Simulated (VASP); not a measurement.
Output of a VASP run:

### OUTCAR
```
 ion  position               nearest neighbor table
   1  0.000  0.000  0.000-   2 3.15   3 3.15   2 3.15   3 3.15   3 3.15   2 3.15
   2  0.333  0.667  0.244-   1 3.15   1 3.15   1 3.15
   3  0.667  0.333  0.756-   1 3.15   1 3.15   1 3.15
  LATTYP: Found a hexagonal cell.
 ALAT       =     4.5289700000
 C/A-ratio  =     1.5919359148
 Subroutine PRICEL returns:
 Original cell was already a primitive cell.
 Subroutine GETGRP returns: Found 12 space group operations
The static configuration has the point symmetry D_3d.
The dynamic configuration has the point symmetry D_3d.
 Subroutine INISYM returns: Found 12 space group operations
 Subroutine IBZKPT returns following result:
 Found     12 irreducible k-points:

 Following reciprocal coordinates:
            Coordinates               Weight
  0.000000  0.000000  0.000000      1.000000
  0.200000  0.000000  0.000000      6.000000
  0.400000  0.000000  0.000000      6.000000
  0.200000  0.200000  0.000000      6.000000
  0.400000  0.200000  0.000000      6.000000
  0.000000  0.000000  0.333333      2.000000
  0.200000  0.000000  0.333333      6.000000
  0.000000  0.200000  0.333333      6.000000
  0.400000  0.000000  0.333333      6.000000
  0.000000  0.400000  0.333333      6.000000
  0.200000  0.200000  0.333333     12.000000
  0.400000  0.200000  0.333333     12.000000
   k-points           NKPTS =     12   k-points in BZ     NKDIM =     12   number of bands    NBANDS=     16
   number of dos      NEDOS =    301   number of ions     NIONS =      3
   total plane-waves  NPLWV =  32928
   dimension x,y,z NGX =    28 NGY =   28 NGZ =   42
   dimension x,y,z NGXF=    56 NGYF=   56 NGZF=   84
   ions per type =               1   2
   PREC   = accura    normal or accurate (medium, high low for compatibility)
   ISTART =      0    job   : 0-new  1-cont  2-samecut
   ICHARG =      2    charge: 1-file 2-atom 10-const
   ISPIN  =      1    spin polarized calculation?
   LNONCOLLINEAR =      F non collinear calculations
   LSORBIT =      F    spin-orbit coupling
   INIWAV =      1    electr: 0-lowe 1-rand  2-diag
   ENCUT  =  300.0 eV  22.05 Ry    4.70 a.u.   6.40  6.40 10.18*2*pi/ulx,y,z
   NELM   =    100;   NELMIN=  2; NELMDL= -5     # of ELM steps
   EDIFF  = 0.1E-05   stopping-criterion for ELM
   LREAL  =      F    real-space projection
   NLSPLINE    = F    spline interpolate recip. space projectors
   LMAXMIX     =    4 max onsite mixed and CHGCAR
   VOSKOWN=      0    Vosko Wilk Nusair interpolation
   EDIFFG = 0.1E-04   stopping-criterion for IOM
   NSW    =      0    number of steps for IOM
   NBLOCK =      1;   KBLOCK =      1    inner block; outer block
   IBRION =     -1    ionic relax: 0-MD 1-quasi-New 2-CG
   NFREE  =      0    steps in history (QN), initial steepest desc. (CG)
   ISIF   =      2    stress and relaxation
   ISYM   =      2    0-nonsym 1-usesym 2-fastsym
   TEIN   =    0.0    initial temperature
   TEBEG  =    0.0;   TEEND  =   0.0 temperature during run
   SMASS  =  -3.00    Nose mass-parameter (am)
   PSTRESS=    0.0 pullay stress
   NELECT =      24.0000    total number of electrons
   EFERMI =   0.00;   METHOD = LEGACY
   ISMEAR =     0;   SIGMA  =   0.01  broadening in eV -4-tet -1-fermi 0-gaus
   IALGO  =     38    algorithm
   LDIAG  =      T    sub-space diagonalisation (order eigenvalues)
   IMIX   =      4    mixing-type and parameters
     AMIX     =   0.40;   BMIX     =  1.00
     AMIX_MAG =   1.60;   BMIX_MAG =  1.00
     AMIN     =   0.10
   GGA     = CA    functional components
   VOSKOWN =     0    Vosko Wilk Nusair interpolation
   LHFCALC =     F    Hartree Fock is set to
   LHFONE  =     F    Hartree Fock one center treatment
   AEXX    =    0.0000 exact exchange contribution
   IVDW    =     0    specifies the selected vdW correction
   LEPSILON=     F    determine dielectric tensor
   LRPA    =     F    only Hartree local field effects (RPA)
  energy-cutoff  :      300.00
  volume of cell :      128.07
...
```

### OSZICAR
```
       N       E                     dE             d eps       ncg     rms          rms(c)
DAV:   1     0.116261688678E+03    0.11626E+03   -0.80048E+03   432   0.841E+02
DAV:   2    -0.496464642925E+01   -0.12123E+03   -0.11819E+03   512   0.211E+02
DAV:   3    -0.108973769951E+02   -0.59327E+01   -0.59272E+01   592   0.466E+01
DAV:   4    -0.111750580970E+02   -0.27768E+00   -0.27759E+00   664   0.878E+00
DAV:   5    -0.111767325165E+02   -0.16744E-02   -0.16743E-02   528   0.752E-01    0.483E+00
DAV:   6    -0.111066399403E+02    0.70093E-01   -0.11814E-01   552   0.204E+00    0.279E+00
DAV:   7    -0.110915674053E+02    0.15073E-01   -0.13594E-01   512   0.223E+00    0.501E-01
DAV:   8    -0.110911866214E+02    0.38078E-03   -0.90811E-03   536   0.666E-01    0.273E-01
DAV:   9    -0.110912891735E+02   -0.10255E-03   -0.54469E-04   696   0.142E-01    0.649E-02
DAV:  10    -0.110912377115E+02    0.51462E-04   -0.44442E-04   464   0.116E-01    0.390E-02
DAV:  11    -0.110912423676E+02   -0.46561E-05   -0.40997E-05   672   0.347E-02    0.206E-02
DAV:  12    -0.110912426322E+02   -0.26466E-06   -0.19448E-06   448   0.101E-02
   1 F= -.11091243E+02 E0= -.11091243E+02  d E =-.297232E-27
```

OUTCAR:
```
------------------------ aborting loop because EDIFF is reached ----------------------------------------
  FORCE on cell =-STRESS in cart. coord.  units (eV):
  Direction    XX          YY          ZZ          XY          YZ          ZX
  --------------------------------------------------------------------------------------
  Total       -1.7034423     -1.7034422     -1.4857063      0.0000000     -0.0000000     -0.0000000
  in kB      -21.3100011    -21.3100004    -18.5861315      0.0000000     -0.0000000     -0.0000000
  external PRESSURE =     -20.4020443 kB  Pullay stress =       0.0000000 kB
  volume of cell :      128.07
      direct lattice vectors                 reciprocal lattice vectors
     4.528970000  0.000000000  0.000000000     0.220800756  0.127479378  0.000000000
    -2.264485000  3.922203000  0.000000000     0.000000000  0.254958757  0.000000000
     0.000000000  0.000000000  7.209830000     0.000000000  0.000000000  0.138699526
 POSITION                                       TOTAL-FORCE (eV/Angst)
 -----------------------------------------------------------------------------------
      0.00000      0.00000      0.00000         0.000000      0.000000     -0.000000
     -0.00000      2.61480      1.76136        -0.000000     -0.000000     -0.236225
      2.26449      1.30740      5.44847         0.000000      0.000000      0.236225
 -----------------------------------------------------------------------------------
    total drift:                                0.000000      0.000000      0.000000
  FREE ENERGIE OF THE ION-ELECTRON SYSTEM (eV)
  ---------------------------------------------------
  free  energy   TOTEN  =       -11.0912426322 eV

  energy  without entropy=      -11.0912426322  energy(sigma->0) =      -11.09124263
```
(Selected blocks of OUTCAR.)

### POSCAR
```
CaI2
1
    4.5289700000     0.0000000000     0.0000000000
   -2.2644850000     3.9222030000     0.0000000000
    0.0000000000     0.0000000000     7.2098300000
Ca I
1 2
Direct
  0.0000000000   0.0000000000   0.0000000000
  0.3333330000   0.6666670000   0.2443000000
  0.6666670000   0.3333330000   0.7557000000
```

**Question.** Write an INCAR and KPOINTS that could have produced this output.

**Answer.** This is not unique; one that fits is the input of the run itself, LDA (Ceperley-Alder, Perdew-Zunger), plane waves, VASP's LDA PAW potentials (set 64).

KPOINTS:
```
Automatic mesh
0
Gamma
5 5 3
0 0 0
```

**INCAR**
```
SYSTEM = CaI2
PREC = Accurate; ENCUT = 300; LREAL = .FALSE.
LASPH = .TRUE.
EDIFF = 1E-6; NELM = 100; ALGO = Normal
LMAXMIX = 4
ISMEAR = 0; SIGMA = 0.01
ISIF = 2
LWAVE = .FALSE.; LCHARG = .FALSE.
```

POTCAR, in this order: Ca_sv I (LDA.64 set). Program: vasp_std.

At this cut-off the stress carries a Pulay error, which pulls relaxed volumes low.

The structure comes from a computed database's CaI2 entry (P-3m1); how it stands against other phases isn't given here. The cell was not relaxed at this level. The run is one of a series of settings (GGA removed, POTCAR Ca_sv I (LDA.64 set) against the base run), some of them coarse on purpose.
